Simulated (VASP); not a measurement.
OSZICAR of a VASP run on Fe (bcc):

**OSZICAR**
```
       N       E                     dE             d eps       ncg     rms          rms(c)
DAV:   1     0.117583634063E+02    0.11758E+02   -0.35219E+03   624   0.887E+02
DAV:   2    -0.907226267313E+01   -0.20831E+02   -0.19682E+02   601   0.117E+02
DAV:   3    -0.926726332612E+01   -0.19500E+00   -0.19483E+00   676   0.157E+01
DAV:   4    -0.926804877843E+01   -0.78545E-03   -0.78539E-03   663   0.927E-01
DAV:   5    -0.926805568927E+01   -0.69108E-05   -0.69108E-05   623   0.755E-02    0.109E+01
DAV:   6    -0.838292085725E+01    0.88513E+00   -0.13851E+01   599   0.583E+01    0.609E+00
DAV:   7    -0.828239195514E+01    0.10053E+00   -0.97931E-01   601   0.151E+01    0.350E+00
DAV:   8    -0.827690311710E+01    0.54888E-02   -0.52316E-03   609   0.760E-01    0.134E+00
DAV:   9    -0.827038900808E+01    0.65141E-02   -0.40228E-03   717   0.508E-01    0.285E-01
DAV:  10    -0.827008909422E+01    0.29991E-03   -0.11109E-03   629   0.300E-01    0.401E-02
DAV:  11    -0.827011341745E+01   -0.24323E-04   -0.38722E-05   579   0.816E-02    0.291E-02
DAV:  12    -0.827011437816E+01   -0.96071E-06   -0.81664E-06   617   0.390E-02
   1 F= -.82701144E+01 E0= -.82700817E+01  d E =-.981002E-04  mag=     2.2222
```

Task: Which electronic solver shows in the log?

Result: It is blocked Davidson (ALGO = Normal, or the opening steps of other solvers). The INCAR had ALGO = Normal.

Task: How was spin treated?

Result: Collinear spin (ISPIN = 2): the summary line carries one mag value, 2.22 μB in the cell.

Task: Can the final energy be trusted as converged?

Result: Self-consistency was reached. It stopped with EDIFF = 1E-6, NELM = 100 (PBE GGA, plane waves, VASP's PBE PAW potentials (set 64)).

The compound is Fe in the bcc structure. The cell was not relaxed at this level. The k-mesh is coarse (spacing up to 0.52 per Å, 2π included), so the numbers may not be converged in it. The run is one of a series of settings (KPOINTS 6×6×6 Γ-centred mesh against the base run), some of them coarse on purpose.
